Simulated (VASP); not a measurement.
```xyz
2
Lattice="3.6400 0.0000 0.0000 0.0000 3.6400 0.0000 0.0000 0.0000 3.6400" Properties=species:S:1:pos:R:3 pbc="T T T"
Rh     0.0000     0.0000     0.0000
Te     1.8200     1.8200     1.8200
```

These are PBE GGA, VASP's PBE PAW potentials (set 64) (plane waves; VASP 6.6.1) values and carry that method's errors. Settings: 400 eV cut-off, 9×9×9 Γ-centred mesh, first-order Methfessel-Paxton smearing of 0.10 eV, potentials Rh_pv Te.

Energy and stress use the plane-wave basis of the starting cell.

Task: The ions, cell shape and volume are relaxed. What does this cell relax into?

Result: 
```xyz
2
Lattice="3.3533 0.0000 0.0000 0.0000 3.3533 0.0000 0.0000 0.0000 3.3533" Properties=species:S:1:pos:R:3 pbc="T T T"
Rh     0.0000     0.0000     0.0000
Te     1.6766     1.6766     1.6766
```
Space group Pm-3m (221), at a tolerance of 0.03 Å.

Task: How do energy and volume change from the first to the last step?

Result: The energy (σ→0) changes by -371.4 meV/atom and the volume by -21.8 %, in 7 ionic steps.

The structure was generated: RhTe was put into the CsCl type type (Pm-3m), which need not be its known phase. This run relaxes it. Symmetry was kept, so distortions that lower it aren't found. The electron count is odd and the run is not spin-polarised, which forces a metal.
